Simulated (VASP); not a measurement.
Output of a VASP run:

OSZICAR:
```
...
DAV:   5    -0.339151296604E+02    0.24770E-04   -0.16507E-04  1897   0.138E-01    0.871E-03
DAV:   6    -0.339151317819E+02   -0.21215E-05   -0.37839E-05  2041   0.565E-02    0.621E-03
DAV:   7    -0.339151319189E+02   -0.13699E-06   -0.15811E-06  2095   0.130E-02    0.310E-03
DAV:   8    -0.339151320830E+02   -0.16412E-06   -0.40875E-07  1474   0.546E-03    0.640E-04
DAV:   9    -0.339151320910E+02   -0.79717E-08   -0.67303E-08  1024   0.238E-03
   2 F= -.33915132E+02 E0= -.33915102E+02  d E =-.103846E-01
       N       E                     dE             d eps       ncg     rms          rms(c)
DAV:   1    -0.339181313987E+02   -0.29993E-02   -0.35371E-01  1488   0.441E+00    0.308E-01
DAV:   2    -0.339170044429E+02    0.11270E-02   -0.15168E-02  1937   0.117E+00    0.183E-01
DAV:   3    -0.339157714753E+02    0.12330E-02   -0.18135E-03  2176   0.554E-01    0.291E-02
DAV:   4    -0.339157946554E+02   -0.23180E-04   -0.40564E-04  1975   0.149E-01    0.138E-02
DAV:   5    -0.339157921338E+02    0.25216E-05   -0.16727E-05  1943   0.432E-02    0.269E-03
DAV:   6    -0.339157924100E+02   -0.27620E-06   -0.39265E-06  1877   0.164E-02    0.211E-03
DAV:   7    -0.339157924141E+02   -0.40591E-08   -0.11364E-07  1117   0.398E-03
   3 F= -.33915792E+02 E0= -.33915761E+02  d E =-.110449E-01
       N       E                     dE             d eps       ncg     rms          rms(c)
DAV:   1    -0.339193673865E+02   -0.35750E-02   -0.44669E-01  1496   0.491E+00    0.326E-01
DAV:   2    -0.339182408422E+02    0.11265E-02   -0.11841E-02  2334   0.110E+00    0.190E-01
DAV:   3    -0.339173240752E+02    0.91677E-03   -0.10185E-03  2280   0.399E-01    0.304E-02
DAV:   4    -0.339173193010E+02    0.47741E-05   -0.18718E-04  2272   0.108E-01    0.852E-03
DAV:   5    -0.339173198248E+02   -0.52371E-06   -0.35151E-06  1849   0.192E-02    0.312E-03
DAV:   6    -0.339173200124E+02   -0.18763E-06   -0.55723E-07  1962   0.672E-03    0.998E-04
DAV:   7    -0.339173200307E+02   -0.18266E-07   -0.34062E-08   884   0.184E-03
   4 F= -.33917320E+02 E0= -.33917288E+02  d E =-.152762E-02
       N       E                     dE             d eps       ncg     rms          rms(c)
DAV:   1    -0.339191918424E+02   -0.18718E-02   -0.34220E-01  1496   0.429E+00    0.286E-01
DAV:   2    -0.339183266856E+02    0.86516E-03   -0.90646E-03  2342   0.959E-01    0.166E-01
DAV:   3    -0.339176250200E+02    0.70167E-03   -0.77788E-04  2280   0.349E-01    0.268E-02
DAV:   4    -0.339176211469E+02    0.38731E-05   -0.14361E-04  2244   0.948E-02    0.746E-03
DAV:   5    -0.339176215662E+02   -0.41933E-06   -0.27104E-06  1889   0.171E-02    0.274E-03
DAV:   6    -0.339176217100E+02   -0.14380E-06   -0.40534E-07  1692   0.585E-03    0.852E-04
DAV:   7    -0.339176217258E+02   -0.15753E-07   -0.41552E-08   863   0.201E-03
   5 F= -.33917622E+02 E0= -.33917588E+02  d E =-.182931E-02
       N       E                     dE             d eps       ncg     rms          rms(c)
DAV:   1    -0.339176994299E+02   -0.77720E-04   -0.12970E-02  1496   0.836E-01    0.555E-02
DAV:   2    -0.339176668551E+02    0.32575E-04   -0.34237E-04  2342   0.187E-01    0.323E-02
DAV:   3    -0.339176402864E+02    0.26569E-04   -0.29705E-05  2287   0.677E-02    0.509E-03
DAV:   4    -0.339176401343E+02    0.15214E-06   -0.54080E-06  2259   0.183E-02    0.145E-03
DAV:   5    -0.339176401201E+02    0.14106E-07   -0.73520E-08  1026   0.328E-03
   6 F= -.33917640E+02 E0= -.33917607E+02  d E =-.184771E-02
```

OUTCAR:
```
------------------------ aborting loop because EDIFF is reached ----------------------------------------
  FORCE on cell =-STRESS in cart. coord.  units (eV):
  Direction    XX          YY          ZZ          XY          YZ          ZX
  --------------------------------------------------------------------------------------
  Total        4.7261149      4.7261149      4.7375052     -0.0000000      0.0000000      0.0000000
  in kB       94.5413686     94.5413686     94.7692207     -0.0000000      0.0000000      0.0000000
  external PRESSURE =      94.6173193 kB  Pullay stress =       0.0000000 kB
  volume of cell :       80.09
      direct lattice vectors                 reciprocal lattice vectors
     4.853100820  0.000000000  0.000000000     0.206053828 -0.000000000  0.000000000
     0.000000000  4.853100820  0.000000000    -0.000000000  0.206053828  0.000000000
     0.000000000  0.000000000  3.400590543     0.000000000  0.000000000  0.294066571
 POSITION                                       TOTAL-FORCE (eV/Angst)
 -----------------------------------------------------------------------------------
      0.00000      0.00000      0.00000         0.000000      0.000000     -0.000000
      2.42655      2.42655      1.70030         0.000000      0.000000     -0.000000
      1.49025      1.49025      0.00000        -0.001396     -0.001396     -0.000000
      3.91680      0.93630      1.70030        -0.001396      0.001396      0.000000
      0.93630      3.91680      1.70030         0.001396     -0.001396     -0.000000
      3.36285      3.36285      0.00000         0.001396      0.001396      0.000000
 -----------------------------------------------------------------------------------
    total drift:                                0.000000      0.000000      0.000000
  FREE ENERGIE OF THE ION-ELECTRON SYSTEM (eV)
  ---------------------------------------------------
  free  energy   TOTEN  =       -33.9176401201 eV

  energy  without entropy=      -33.9175732058  energy(sigma->0) =      -33.91760666

 reached required accuracy - stopping structural energy minimisation
```
(Selected blocks of OUTCAR.)

File POSCAR:
```
PbO2
1
    4.8917375036     0.0000000000     0.0000000000
    0.0000000000     4.8917375036     0.0000000000
    0.0000000000     0.0000000000     3.3470845362
Pb O
2 4
Direct
  0.0000000000   0.0000000000   0.0000000000
  0.5000000000   0.5000000000   0.5000000000
  0.3074101816   0.3074101816   0.0000000000
  0.8074101816   0.1925898184   0.5000000000
  0.1925898184   0.8074101816   0.5000000000
  0.6925898184   0.6925898184   0.0000000000
```

Problem. Reconstruct the remaining input files.

Solution. One answer among several that fit: the input of the run itself, PBEsol GGA, plane waves, VASP's PBE PAW potentials (set 64).

**INCAR**
```
# general
SYSTEM  = PbO2
PREC    = Accurate
ENCUT   = 520
LREAL   = .FALSE.
LASPH   = .TRUE.

# electronic loop
EDIFF   = 1E-7
NELM    = 100
ALGO    = Normal
LMAXMIX = 4

# smearing
ISMEAR  = 0
SIGMA   = 0.05

# functional
GGA     = PS

# ions
IBRION  = 2
NSW     = 30
ISIF    = 4
EDIFFG  = -0.01

# output
LWAVE   = .FALSE.
LCHARG  = .FALSE.
```

KPOINTS:
```
Automatic mesh
0
Gamma
5 5 7
0 0 0
```

POTCAR, in this order: Pb_d O (PBE.64 set). Program: vasp_std.

The compound is PbO2 in the rutile structure. This cell is one point of a volume scan, at 0.94 of the reference volume. Symmetry was kept, so distortions that lower it aren't found.
